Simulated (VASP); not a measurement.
Input:

```xyz
3
Lattice="0.0000 3.4474 3.5012 3.4735 0.0000 3.5012 3.4735 3.4474 0.0000" Properties=species:S:1:pos:R:3 pbc="T T T"
Sr     0.0000     0.0000     0.0000
Cl     1.7367     1.7237     1.7506
Cl     5.2683     5.1711     5.2517
```

Method: PBE GGA, VASP's PBE PAW potentials (set 64) (plane waves; VASP). Run with 550 eV cut-off, 5×5×5 Γ-centred mesh, Gaussian smearing of 0.050 eV, potentials Sr_sv Cl.

Task: Estimate the energy per atom (σ→0), pressure, largest force.

Result: 
- energy per atom (σ→0): -4.256 eV/atom
- pressure: 1.62 GPa
- largest force: 0.170 eV/Å

Only differences to runs with the same potentials and settings are physical.

The compound is SrCl2 in the fluorite structure. The cell was not relaxed at this level, atoms are displaced from their ideal sites. The run is one of a series of settings (ENCUT = 550 against the base run), some of them coarse on purpose.
